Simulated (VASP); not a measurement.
**A VASP study of SnSe2 (r2SCAN + rVV10): structure first, properties next**

Aim: relax SnSe2 with r2SCAN + rVV10, compute its properties on that cell and hold them against experiment. The steps: relaxing cell and atoms (r2SCAN + rVV10), second relaxation, single point with fields (r2SCAN + rVV10), bands along the symmetry lines (r2SCAN + rVV10), density of states (r2SCAN + rVV10), vibrations at Γ (r2SCAN + rVV10), optical spectrum (r2SCAN + rVV10), bands along the symmetry lines (r2SCAN + rVV10 + SOC), bands along the symmetry lines (HSE06) and bands along the symmetry lines (TB-mBJ). The start is a cell from a database of measured crystal structures.

Method: r2SCAN with rVV10; plane waves and PAW (Sn_d, Se), in the first sound run; inputs show where later runs differ, in VASP 6.6.1.

Experimental background.

For SnSe2, hexagonal layered (undoped polycrystalline, melt reaction and annealing), “Metallic conduction induced by direct anion site doping in layered SnSe2” (2016, pmc:4726434) gives, by powder X-ray diffraction: lattice constant a (a, undoped sample A) 3.81043 ± 0.00035 Å; lattice constant c (c, undoped sample A) 6.13279 ± 0.00037 Å.

For SnSe2, H1 hexagonal (CdI2-type, 1T) (commercial single crystal, neon medium, low pressure (value not stated), 300 K), “Unusual pressure-induced periodic lattice distortion in SnSe2” (2018, arxiv:1807.04993) gives, by Raman in diamond anvil cell, 488 nm excitation: Raman mode (Eg, approximate position in the low-pressure spectrum) about 120 cm⁻¹ [Rounded position in the low-pressure spectrum; exact pressure not stated, may not be …]; Raman mode (A1g, approximate position in the low-pressure spectrum) about 190 cm⁻¹ [Rounded position in the low-pressure spectrum; exact pressure not stated, may not be …].

**1. The starting structure**

Before any relaxation, the start is as follows. Symmetry: P-3m1, No. 164, trigonal system. The conventional cell has a = 3.811 Å, b = 3.811 Å, c = 6.136 Å, α = 90.00°, β = 90.00°, γ = 120.00°. Nearest to Sn lie 6 Se at 2.68 Å. Nearest to Se lie 3 Sn at 2.68 Å. Farther neighbours and most contacts between anions are not listed.

**2. Relaxing cell and atoms (r2SCAN + rVV10)**

Properties are meant for the cell that this level of theory prefers, so cell and atoms are relaxed first (ISIF = 3) until forces and stress are small; EDIFFG sets the threshold. r2SCAN adds the kinetic-energy density, costs more than a GGA and is run with LASPH. LUSE_VDW switches on a nonlocal correlation term for dispersion.

The input, INCAR:

```
SYSTEM = SnSe2
PREC = Accurate
ENCUT = 400
EDIFF = 1E-06
NELM = 100
ISMEAR = 0
SIGMA = 0.05
LREAL = .FALSE.
ALGO = Normal
METAGGA = R2SCAN
LUSE_VDW = .TRUE.
IVDW_NL = 2
BPARAM = 11.95
CPARAM = 0.0093
LASPH = .TRUE.
NBANDS = 19
LORBIT = 11
LWAVE = .FALSE.
LCHARG = .FALSE.
KPAR = 2
IBRION = 2
NSW = 60
ISIF = 3
EDIFFG = -0.01
```

The input, POSCAR:

```
SnSe2
1.0
    3.8110000000      0.0000000000      0.0000000000
   -1.9055000000      3.3004228138      0.0000000000
    0.0000000000      0.0000000000      6.1360000000
Sn Se
1 2
Direct
    0.0000000000      0.0000000000      0.0000000000
    0.3333333333      0.6666666667      0.2490000000
    0.6666666667      0.3333333333      0.7510000000
```

The input, KPOINTS:

```
Automatic mesh
0
Gamma
7 7 4
0 0 0
```

Potentials, in the order of the species: Sn_d and Se (PBE family, release 64).

Command:

```
$ mpirun -np 2 vasp_std
```

What it wrote:

```text
[banner, memory and clock lines left out]
running    2 mpi-ranks, on    1 nodes
 distrk:  each k-point on    1 cores,    2 groups
 distr:  one band on    1 cores,    1 groups

 POSCAR found type information on POSCAR SnSe
 POSCAR found :  2 types and       3 ions
|                                                                             |
|               ----> ADVICE to this user running VASP <----                  |
|                                                                             |
|     You have switched on vdW-DFT.                                           |
|     This routine was written and supplied by Jiri Klimes. We recommend      |
|     that you carefully read and cite the following publications:            |
|       J. Klimes, D.R. Bowler, A. Michelides                                 |
|          J. Phys.: Cond Matt. 22 022201 (2010)                              |
|       J. Klimes, D.R. Bowler, A. Michelides                                 |
|          Phys. Rev. B. 83, 195131 (2011)                                    |
|     and references therein.                                                 |
|                                                                             |

|                                                                             |
|               ----> ADVICE to this user running VASP <----                  |
|                                                                             |
|     You enforced a specific xc type in the INCAR file but a different       |
|     [... a line on the potential file left out ...]
|     I HOPE YOU KNOW WHAT YOU ARE DOING!                                     |
|                                                                             |

 LDA part: xc-table for (None), standard interpolation
 POSCAR, INCAR and KPOINTS ok, starting setup
 FFT: planning ... GRIDC
 FFT: planning ... GRID_SOFT
 FFT: planning ... GRID
 WAVECAR not read
 entering main loop
       N       E                     dE             d eps       ncg     rms          rms(c)
Total rVV10 correction in eV:      0.6099499    29.3807388
Total rVV10 correction in eV:      0.6099499    29.3807388
DAV:   1     0.142593130558E+03    0.14259E+03   -0.10879E+04  1073   0.132E+03
DAV:   2    -0.374856017006E+02   -0.18008E+03   -0.17467E+03  1149   0.355E+02
DAV:   3    -0.577141651512E+02   -0.20229E+02   -0.19924E+02  1312   0.111E+02
DAV:   4    -0.583556011300E+02   -0.64144E+00   -0.64049E+00  1274   0.208E+01
DAV:   5    -0.583713261755E+02   -0.15725E-01   -0.15724E-01  1501   0.333E+00    0.612E+00
Total rVV10 correction in eV:      0.6207703    29.3807404
Total rVV10 correction in eV:      0.6207703    29.3807404
DAV:   6    -0.539287960594E+02    0.44425E+01   -0.15199E+00  1278   0.185E+01    0.419E+00
Total rVV10 correction in eV:      0.6345911    29.3807404
Total rVV10 correction in eV:      0.6345911    29.3807404
DAV:   7    -0.539308138089E+02   -0.20177E-02   -0.22551E-01  1200   0.274E+00    0.134E+00
Total rVV10 correction in eV:      0.6389889    29.3807404
Total rVV10 correction in eV:      0.6389889    29.3807404
DAV:   8    -0.539354966453E+02   -0.46828E-02   -0.11239E-02  1204   0.109E+00    0.312E-01
Total rVV10 correction in eV:      0.6405909    29.3807404
Total rVV10 correction in eV:      0.6405909    29.3807404
DAV:   9    -0.539363128753E+02   -0.81623E-03   -0.19151E-03  1205   0.309E-01    0.872E-02
Total rVV10 correction in eV:      0.6408619    29.3807404
Total rVV10 correction in eV:      0.6408619    29.3807404
DAV:  10    -0.539363603581E+02   -0.47483E-04   -0.20770E-04  1273   0.150E-01    0.412E-02
Total rVV10 correction in eV:      0.6411131    29.3807404
Total rVV10 correction in eV:      0.6411131    29.3807404
DAV:  11    -0.539363895729E+02   -0.29215E-04   -0.49204E-05  1157   0.592E-02    0.104E-02
Total rVV10 correction in eV:      0.6412333    29.3807404
Total rVV10 correction in eV:      0.6412333    29.3807404
DAV:  12    -0.539363919294E+02   -0.23565E-05   -0.56285E-06  1234   0.195E-02    0.343E-03
Total rVV10 correction in eV:      0.6412548    29.3807404
Total rVV10 correction in eV:      0.6412548    29.3807404
DAV:  13    -0.539363921716E+02   -0.24218E-06   -0.60579E-07   682   0.552E-03
Total rVV10 correction in eV:      0.6412582    29.3807404
Total rVV10 correction in eV:      0.6412582    29.3807404
Total rVV10 correction in eV:      0.6412598    29.3807404
Total rVV10 correction in eV:      0.6412598    29.3807404
   1 F= -.53936392E+02 E0= -.53936392E+02  d E =-.539364E+02
 curvature:   0.00 expect dE= 0.000E+00 dE for cont linesearch  0.000E+00
 trial: gam= 0.00000 g(F)=  0.323E-01 g(S)=  0.972E-01 ort = 0.000E+00 (trialstep = 0.100E+01)
 search vector abs. value=  0.130E+00
 bond charge predicted
       N       E                     dE             d eps       ncg     rms          rms(c)
Total rVV10 correction in eV:      0.6365912    29.3807404
Total rVV10 correction in eV:      0.6365912    29.3807404
DAV:   1    -0.545728347526E+02   -0.63644E+00   -0.18118E+01  1354   0.676E+01    0.465E+00
Total rVV10 correction in eV:      0.6476326    29.3807379
Total rVV10 correction in eV:      0.6476326    29.3807379
DAV:   2    -0.541034281941E+02    0.46941E+00   -0.10656E+00  1393   0.153E+01    0.222E+00
Total rVV10 correction in eV:      0.6587821    29.3807379
Total rVV10 correction in eV:      0.6587821    29.3807379
DAV:   3    -0.539443197269E+02    0.15911E+00   -0.44081E-01  1418   0.986E+00    0.400E-01
Total rVV10 correction in eV:      0.6601941    29.3807380
Total rVV10 correction in eV:      0.6601941    29.3807380
DAV:   4    -0.539414862444E+02    0.28335E-02   -0.26943E-02  1150   0.160E+00    0.262E-01
Total rVV10 correction in eV:      0.6611086    29.3807380
Total rVV10 correction in eV:      0.6611086    29.3807380
DAV:   5    -0.539404898267E+02    0.99642E-03   -0.14643E-03  1387   0.298E-01    0.151E-01
Total rVV10 correction in eV:      0.6618889    29.3807380
Total rVV10 correction in eV:      0.6618889    29.3807380
DAV:   6    -0.539402546463E+02    0.23518E-03   -0.53281E-04  1651   0.233E-01    0.452E-02
Total rVV10 correction in eV:      0.6621620    29.3807380
Total rVV10 correction in eV:      0.6621620    29.3807380
DAV:   7    -0.539402365773E+02    0.18069E-04   -0.68348E-05  1181   0.967E-02    0.198E-02
Total rVV10 correction in eV:      0.6623234    29.3807380
Total rVV10 correction in eV:      0.6623234    29.3807380
DAV:   8    -0.539402382598E+02   -0.16825E-05   -0.12835E-05  1318   0.357E-02    0.545E-03
Total rVV10 correction in eV:      0.6623544    29.3807380
Total rVV10 correction in eV:      0.6623544    29.3807380
DAV:   9    -0.539402394008E+02   -0.11411E-05   -0.12796E-06   671   0.128E-02    0.197E-03
Total rVV10 correction in eV:      0.6623606    29.3807380
Total rVV10 correction in eV:      0.6623606    29.3807380
DAV:  10    -0.539402389876E+02    0.41325E-06   -0.29950E-07   568   0.768E-03
Total rVV10 correction in eV:      0.6623644    29.3807380
Total rVV10 correction in eV:      0.6623644    29.3807380
Total rVV10 correction in eV:      0.6623643    29.3807380
Total rVV10 correction in eV:      0.6623643    29.3807380
   2 F= -.53940239E+02 E0= -.53940239E+02  d E =-.384682E-02
[... from here on, the cycles between the ionic steps are left out ...]
   3 F= -.53968535E+02 E0= -.53968535E+02  d E =-.321427E-01
   4 F= -.53968534E+02 E0= -.53968534E+02  d E =-.321418E-01
   5 F= -.53969994E+02 E0= -.53969994E+02  d E =-.145984E-02
   6 F= -.53970206E+02 E0= -.53970206E+02  d E =-.167164E-02
   7 F= -.53970206E+02 E0= -.53970206E+02  d E =-.167247E-02
   8 F= -.53970234E+02 E0= -.53970234E+02  d E =-.271289E-04
   9 F= -.53970248E+02 E0= -.53970248E+02  d E =-.417032E-04
  10 F= -.53970258E+02 E0= -.53970258E+02  d E =-.100539E-04
  11 F= -.53970286E+02 E0= -.53970286E+02  d E =-.374724E-04
  12 F= -.53970328E+02 E0= -.53970328E+02  d E =-.803180E-04
 curvature:  -2.79 expect dE=-0.655E-04 dE for cont linesearch -0.125E-04
 ZBRENT: increasing intervall
 opt :   2.1554  next Energy=   -53.970346 (dE=-0.974E-04)
 bond charge predicted
       N       E                     dE             d eps       ncg     rms          rms(c)
Total rVV10 correction in eV:      0.6480866    29.3807396
Total rVV10 correction in eV:      0.6480866    29.3807396
DAV:   1    -0.539713930008E+02   -0.10645E-02   -0.61206E-02  1254   0.257E+00    0.197E-01
Total rVV10 correction in eV:      0.6476822    29.3807398
Total rVV10 correction in eV:      0.6476822    29.3807398
DAV:   2    -0.539706731563E+02    0.71984E-03   -0.39206E-03  1385   0.764E-01    0.106E-01
Total rVV10 correction in eV:      0.6472896    29.3807398
Total rVV10 correction in eV:      0.6472896    29.3807398
DAV:   3    -0.539703567972E+02    0.31636E-03   -0.69314E-04  1375   0.390E-01    0.317E-02
Total rVV10 correction in eV:      0.6471442    29.3807398
Total rVV10 correction in eV:      0.6471442    29.3807398
DAV:   4    -0.539703461126E+02    0.10685E-04   -0.88169E-05  1536   0.823E-02    0.152E-02
Total rVV10 correction in eV:      0.6471102    29.3807398
Total rVV10 correction in eV:      0.6471102    29.3807398
DAV:   5    -0.539703477982E+02   -0.16856E-05   -0.52200E-06  1208   0.185E-02    0.802E-03
Total rVV10 correction in eV:      0.6470828    29.3807398
Total rVV10 correction in eV:      0.6470828    29.3807398
DAV:   6    -0.539703500262E+02   -0.22280E-05   -0.10620E-06   618   0.119E-02    0.193E-03
Total rVV10 correction in eV:      0.6470693    29.3807398
Total rVV10 correction in eV:      0.6470693    29.3807398
DAV:   7    -0.539703503706E+02   -0.34447E-06   -0.29964E-07   541   0.534E-03
Total rVV10 correction in eV:      0.6470622    29.3807398
Total rVV10 correction in eV:      0.6470622    29.3807398
Total rVV10 correction in eV:      0.6470637    29.3807398
Total rVV10 correction in eV:      0.6470637    29.3807398
  13 F= -.53970350E+02 E0= -.53970350E+02  d E =-.102235E-03
 curvature:  -3.82 expect dE=-0.871E-05 dE for cont linesearch -0.155E-05
 trial: gam= 0.00000 g(F)=  0.385E-06 g(S)=  0.189E-05 ort =-0.147E-04 (trialstep = 0.509E+00)
 search vector abs. value=  0.228E-05
 reached required accuracy - stopping structural energy minimisation
```

The job ended after 7.4 min (2 MPI ranks of Intel Xeon 6975P-C (Granite Rapids), shared host; peak memory 0.6 GiB).

The logs omit lines about the potential files and the build; timing stands in the text.

Parts of OUTCAR (step 2):

```text
ion  position               nearest neighbor table
   1  0.000  0.000  0.000-   2 2.68   3 2.68   2 2.68   3 2.68   3 2.68   2 2.68
   2  0.333  0.667  0.249-   1 2.68   1 2.68   1 2.68
   3  0.667  0.333  0.751-   1 2.68   1 2.68   1 2.68

  LATTYP: Found a hexagonal cell.
 ALAT       =     3.8110000000
 C/A-ratio  =     1.6100760955

 Subroutine GETGRP returns: Found 12 space group operations
 (whereof 12 operations were pure point group operations)

The static configuration has the point symmetry D_3d.

 Found     28 irreducible k-points:

   k-points           NKPTS =     28   k-points in BZ     NKDIM =     28   number of bands    NBANDS=     19

   dimension x,y,z NGX =    28 NGY =   28 NGZ =   40
   dimension x,y,z NGXF=    56 NGYF=   56 NGZF=   80

   ENCUT  =  400.0 eV  29.40 Ry    5.42 a.u.   6.21  6.21 10.01*2*pi/ulx,y,z

   NELECT =      26.0000    total number of electrons

 k-points in reciprocal lattice and weights: Automatic mesh
   0.00000000  0.00000000  0.00000000       0.005
   0.14285714  0.00000000  0.00000000       0.031
   0.28571429 -0.00000000  0.00000000       0.031
   0.42857143 -0.00000000  0.00000000       0.031
   0.14285714  0.14285714  0.00000000       0.031
   0.28571429  0.14285714  0.00000000       0.061
   0.42857143  0.14285714  0.00000000       0.031
   0.28571429  0.28571429  0.00000000       0.031
   0.00000000  0.00000000  0.25000000       0.010
[...]
0.42857143  0.14285714  0.50000000       0.031
   0.28571429  0.28571429  0.50000000       0.031

 average (electrostatic) potential at core
       1-108.6129       2 -58.0565       3 -58.0565

 E-fermi :   3.8664

 k-point     1 :       0.0000    0.0000    0.0000
  band No.  band energies     occupation
    ...
      9       3.0337      2.00000
     10       3.0337      2.00000
     11       3.3101      2.00000
     12       3.3101      2.00000
     13       3.5271      2.00000
     14       5.0070      0.00000
     15       7.1572      0.00000
     16       8.6634      0.00000
     17       8.6634      0.00000
     18      12.2798      0.00000
    ...

 k-point     2 :       0.1429    0.0000    0.0000
  band No.  band energies     occupation
    ...
      9       1.3742      2.00000
     10       2.3688      2.00000
     11       2.3832      2.00000
     12       3.5550      2.00000
     13       3.5642      2.00000
     14       6.0709      0.00000
     15       7.7920      0.00000
     16       8.6331      0.00000
     17       9.0148      0.00000
     18      11.6360      0.00000
    ...

 k-point     3 :       0.2857   -0.0000    0.0000
  band No.  band energies     occupation
    ...
      9      -0.1561      2.00000
     10       1.0404      2.00000
     11       1.5921      2.00000
     12       3.2497      2.00000
     13       3.4967      2.00000
     14       5.6379      0.00000
     15       8.0527      0.00000
     16       9.3999      0.00000
     17       9.8505      0.00000
     18      10.4999      0.00000
    ...

  Total        0.0076138      0.0076138      0.0013353     -0.0000000     -0.0000000      0.0000000
  in kB        0.1544037      0.1544037      0.0270789     -0.0000000     -0.0000000      0.0000000
  external PRESSURE =       0.1119621 kB  Pullay stress =       0.0000000 kB

  energy-cutoff  :      400.00
  volume of cell :       79.01
      direct lattice vectors                 reciprocal lattice vectors
     3.829328226 -0.000000000 -0.000000000     0.261142410  0.150770640 -0.000000000
    -1.914664113  3.316295523 -0.000000000     0.000000000  0.301541281 -0.000000000
     0.000000000  0.000000000  6.221292937     0.000000000  0.000000000  0.160738292

 POSITION                                       TOTAL-FORCE (eV/Angst)
 -----------------------------------------------------------------------------------
     -0.00000      0.00000     -0.00000         0.000000      0.000000      0.000000
     -0.00000      2.21086      1.57725        -0.000000     -0.000000     -0.001997
      1.91466      1.10543      4.64404         0.000000      0.000000      0.001997
 -----------------------------------------------------------------------------------
    total drift:                                0.000000     -0.000000     -0.000000

  FREE ENERGIE OF THE ION-ELECTRON SYSTEM (eV)
  ---------------------------------------------------
  free  energy   TOTEN  =       -53.9703503706 eV

  energy  without entropy=      -53.9703503706  energy(sigma->0) =      -53.97035037

 reached required accuracy - stopping structural energy minimisation

 total charge
# of ion       s       p       d       tot
------------------------------------------
    1        1.019   1.047  10.103  12.168
    2        1.480   2.352   0.028   3.860
    3        1.480   2.352   0.028   3.860
--------------------------------------------------
tot          3.979   5.751  10.158  19.888

[... 3 further parts left out ...]
```

CONTCAR:

```
SnSe2
   1.00000000000000
     3.8293282260571382   -0.0000000000000000   -0.0000000000000000
    -1.9146641130285691    3.3162955231714668   -0.0000000000000001
     0.0000000000000001    0.0000000000000001    6.2212929373951011
  Sn              Se
     1     2
Direct
     0.0000000000000000    0.0000000000000000    0.0000000000000000
     0.3333333332999970    0.6666666667000030    0.2535250628119368
     0.6666666667000030    0.3333333332999970    0.7464749371880633
```

The gap is read on the k-mesh alone, so it is an upper bound where the band edges lie off the mesh. The PAW data sets were made with PBE, which is usual practice but a small mismatch for other functionals. The run keeps the 12 symmetry operations of its start, so it cannot find a distortion of lower symmetry.

Step by step:

| step | energy less that of the first step (eV) | largest force (eV/Å) | pressure (GPa) | volume (Å³) |
| --- | --- | --- | --- | --- |
| 1 | 0.0000 | 0.5787 | 2.86 | 77.18 |
| 2 | -0.0038 | 0.3640 | -2.71 | 82.42 |
| 3 | -0.0321 | 0.0681 | -0.24 | 79.81 |
| 4 | -0.0321 | 0.0776 | -0.17 | 79.76 |
| 5 | -0.0336 | 0.0381 | -0.06 | 79.49 |
| 6 | -0.0338 | 0.0149 | 0.01 | 79.34 |
| 7 | -0.0338 | 0.0168 | 0.01 | 79.35 |
| 8 | -0.0338 | 0.0090 | -0.03 | 79.35 |
| 9 | -0.0339 | 0.0042 | -0.10 | 79.36 |
| 10 | -0.0339 | 0.0037 | -0.08 | 79.34 |
| 11 | -0.0339 | 0.0034 | -0.06 | 79.30 |
| 12 | -0.0339 | 0.0030 | -0.04 | 79.20 |
| 13 | -0.0340 | 0.0020 | 0.01 | 79.01 |

| conventional cell, symmetrised | before | after | change |
| --- | --- | --- | --- |
| a (Å) | 3.811 | 3.829 | +0.5 % |
| b (Å) | 3.811 | 3.829 | +0.5 % |
| c (Å) | 6.136 | 6.221 | +1.4 % |
| volume (Å³/atom) | 25.73 | 26.34 | +2.4 % |

The atoms that moved most (Å, as changes of fractional coordinates times the final cell):

| atom | dx | dy | dz | length |
| --- | --- | --- | --- | --- |
| Se2 | 0.000 | 0.000 | 0.028 | 0.028 |
| Se3 | 0.000 | 0.000 | -0.028 | 0.028 |

Final coordinates:

```xyz
3
Lattice="3.8293 0.0000 0.0000 -1.9147 3.3163 0.0000 0.0000 0.0000 6.2213" Properties=species:S:1:pos:R:3 pbc="T T T"
Sn    0.0000    0.0000    0.0000
Se    0.0000    2.2109    1.5773
Se    1.9147    1.1054    4.6440
```

This step gave:

| Property | Result |
| --- | --- |
| electrons | 26 |
| bands | 19 |
| irreducible k-points | 28 |
| symmetry operations | 12 |
| free energy (TOTEN) | -53.9704 eV |
| Fermi energy | 3.866 eV |
| pressure | 0.01120 GPa |
| metallic | no |
| valence top at k | 0.1429, 0, 0.25 |
| conduction bottom at k | 0, 0.4286, 0.25 |
| least direct gap at k | 0, 0.4286, 0.25 |
| SCF cycles over all ionic steps | 84 |
| gap on the k-mesh | 1.034 eV |
| least direct gap on the k-mesh | 1.459 eV |

It ends with a largest force of 0.002 eV/Å and a pressure of 0.01 GPa. The volume lies +2.4 % from that of the database's start.

(Part 1 of 7 ends here.)

[Lines on the potential files, build, host, timing and source positions are cut from VASP's logs without a mark.]

[Logs are printed without paths, hosts, clocks, repeated set-up lines and the standing remarks that a program may print on its own settings, such as how far it seeks lower states.]

[Hosts, paths, dates, database ids (printed as entryN), source tags and the programs' standing remarks are cut or masked in the printed files.]

[Measured values are set beside computed ones only where the two were judged alike; some that the calculation misses by far are left out.]
